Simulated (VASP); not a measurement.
All values below come from r2SCAN meta-GGA, VASP's PBE PAW potentials (set 64) (plane waves; VASP).

The input files of a VASP run:

### INCAR
```
ISMEAR = 0   # Gaussian
LMIXTAU = .True.
SYSTEM = AlN
LREAL = .False.
LASPH = .True.
METAGGA = R2SCAN
IBRION = 2
EDIFF = 1E-7
LWAVE = .False.
ENCUT = 600
PSTRESS = 200   # kbar
EDIFFG = -0.01   # ionic stop
ALGO = Normal
PREC = Accurate
NELM = 100
ISIF = 3
LCHARG = .False.
SIGMA = 0.05
NSW = 40
```

**POSCAR**
```
AlN
1.0
  1.5146482478  -2.6234477136   0.0000000000
  1.5146482478   2.6234477136   0.0000000000
  0.0000000000   0.0000000000   4.8234703747
Al N
2 2
direct
  0.6666670000   0.3333330000   0.4992652317
  0.3333330000   0.6666670000   0.9992652317
  0.6666670000   0.3333330000   0.8827347683
  0.3333330000   0.6666670000   0.3827347683
```

KPOINTS:
```
Automatic mesh
0
Gamma
8 8 4
```

POTCAR, in this order: Al N (PBE.64 set). Program: vasp_std.

The resulting files:

OUTCAR:
```
 ion  position               nearest neighbor table
   1  0.667  0.333  0.499-   4 1.84   4 1.84   4 1.84   3 1.85   2 2.98   2 2.98   2 2.98   2 2.98
                             2 2.98   2 2.98
   2  0.333  0.667  0.999-   3 1.84   3 1.84   3 1.84   4 1.85   1 2.98   1 2.98   1 2.98   1 2.98
                             1 2.98   1 2.98
   3  0.667  0.333  0.883-   2 1.84   2 1.84   2 1.84   1 1.85
   4  0.333  0.667  0.383-   1 1.84   1 1.84   1 1.84   2 1.85
  LATTYP: Found a hexagonal cell.
 ALAT       =     3.0292964894
 C/A-ratio  =     1.5922741110
 Subroutine PRICEL returns:
 Original cell was already a primitive cell.
 Subroutine GETGRP returns: Found 12 space group operations
The static configuration has the point symmetry C_3v.
 The point group associated with its full space group is C_6v.
The dynamic configuration has the point symmetry C_3v.
 Subroutine INISYM returns: Found 12 space group operations
 Subroutine IBZKPT returns following result:
 Found     30 irreducible k-points:

 Following reciprocal coordinates:
            Coordinates               Weight
  0.000000  0.000000  0.000000      1.000000
  0.125000  0.000000  0.000000      6.000000
  0.250000  0.000000  0.000000      6.000000
  0.375000 -0.000000  0.000000      6.000000
  0.500000  0.000000  0.000000      3.000000
  0.125000  0.125000  0.000000      6.000000
  0.250000  0.125000  0.000000     12.000000
  0.375000  0.125000  0.000000     12.000000
  0.250000  0.250000  0.000000      6.000000
  0.375000  0.250000  0.000000      6.000000
  0.000000  0.000000  0.250000      2.000000
  0.125000  0.000000  0.250000     12.000000
  0.250000  0.000000  0.250000     12.000000
  0.375000 -0.000000  0.250000     12.000000
  0.500000  0.000000  0.250000      6.000000
  0.125000  0.125000  0.250000     12.000000
  0.250000  0.125000  0.250000     24.000000
  0.375000  0.125000  0.250000     24.000000
...
```

### OSZICAR
```
       N       E                     dE             d eps       ncg     rms          rms(c)
DAV:   1     0.539027212718E+02    0.53903E+02   -0.89183E+03   720   0.141E+03
DAV:   2    -0.423834739361E+02   -0.96286E+02   -0.88163E+02  1004   0.272E+02
DAV:   3    -0.470877299871E+02   -0.47043E+01   -0.46827E+01   952   0.648E+01
DAV:   4    -0.471266373810E+02   -0.38907E-01   -0.38897E-01   844   0.665E+00
DAV:   5    -0.471271628731E+02   -0.52549E-03   -0.52548E-03   916   0.771E-01    0.133E+01
DAV:   6    -0.387347011842E+02    0.83925E+01   -0.14318E+01   872   0.310E+01    0.606E+00
DAV:   7    -0.377956502363E+02    0.93905E+00   -0.78859E-01   760   0.954E+00    0.324E+00
DAV:   8    -0.398460877804E+02   -0.20504E+01   -0.15171E+00   840   0.120E+01    0.241E+00
DAV:   9    -0.380299251892E+02    0.18162E+01   -0.98652E-01   720   0.107E+01    0.439E-01
DAV:  10    -0.380160297195E+02    0.13895E-01   -0.69571E-02   748   0.320E+00    0.457E-01
DAV:  11    -0.380649072704E+02   -0.48878E-01   -0.98848E-03   744   0.149E+00    0.371E-01
DAV:  12    -0.381909270225E+02   -0.12602E+00   -0.26438E-02   720   0.210E+00    0.205E-01
DAV:  13    -0.382653898329E+02   -0.74463E-01   -0.21252E-02   744   0.174E+00    0.212E-01
DAV:  14    -0.382649863748E+02    0.40346E-03   -0.80414E-04   844   0.362E-01    0.142E-01
DAV:  15    -0.382653744752E+02   -0.38810E-03   -0.55635E-05   828   0.117E-01    0.108E-01
DAV:  16    -0.382655169670E+02   -0.14249E-03   -0.16040E-04   724   0.142E-01    0.349E-02
DAV:  17    -0.382655875186E+02   -0.70552E-04   -0.49846E-05   780   0.107E-01    0.280E-02
DAV:  18    -0.382656197904E+02   -0.32272E-04   -0.76374E-06   740   0.437E-02    0.254E-02
DAV:  19    -0.382656175524E+02    0.22380E-05   -0.20673E-06   816   0.190E-02    0.691E-03
DAV:  20    -0.382656208637E+02   -0.33113E-05   -0.15123E-06   736   0.198E-02    0.261E-03
DAV:  21    -0.382656204575E+02    0.40621E-06   -0.53324E-08   548   0.285E-03    0.128E-03
DAV:  22    -0.382656200565E+02    0.40100E-06   -0.19593E-08   392   0.160E-03    0.161E-03
DAV:  23    -0.382656198567E+02    0.19983E-06   -0.35145E-08   380   0.300E-03    0.115E-03
DAV:  24    -0.382656200813E+02   -0.22461E-06   -0.12083E-08   368   0.101E-03    0.333E-04
DAV:  25    -0.382656200426E+02    0.38757E-07   -0.25442E-09   372   0.642E-04
   1 F= -.33480496E+02 E0= -.33480496E+02  d E =-.334805E+02
```

OUTCAR:
```
------------------------ aborting loop because EDIFF is reached ----------------------------------------
  FORCE on cell =-STRESS in cart. coord.  units (eV):
  Direction    XX          YY          ZZ          XY          YZ          ZX
  --------------------------------------------------------------------------------------
  Total        4.7712237      4.7712237      4.7600962      0.0000000      0.0000000      0.0000000
  in kB      199.4190091    199.4190080    198.9539203      0.0000000      0.0000000      0.0000000
  external PRESSURE =      -0.7360208 kB  Pullay stress =     200.0000000 kB
  volume of cell :       38.33
      direct lattice vectors                 reciprocal lattice vectors
     1.514648248 -2.623447714  0.000000000     0.330109648 -0.190588895  0.000000000
     1.514648248  2.623447714  0.000000000     0.330109648  0.190588895  0.000000000
     0.000000000  0.000000000  4.823470375     0.000000000  0.000000000  0.207319611
  FREE ENERGIE OF THE ION-ELECTRON SYSTEM (eV)
  ---------------------------------------------------
  free  energy   TOTEN  =       -38.2656200426 eV

  energy  without entropy=      -38.2656200426  energy(sigma->0) =      -38.26562004
  enthalpy is  TOTEN    =       -33.4804957371 eV   P V=        4.7851243055

 reached required accuracy - stopping structural energy minimisation
```
(Selected blocks of OUTCAR.)

The compound is AlN in the wurtzite structure. It was relaxed first under an external pressure of 20 GPa.
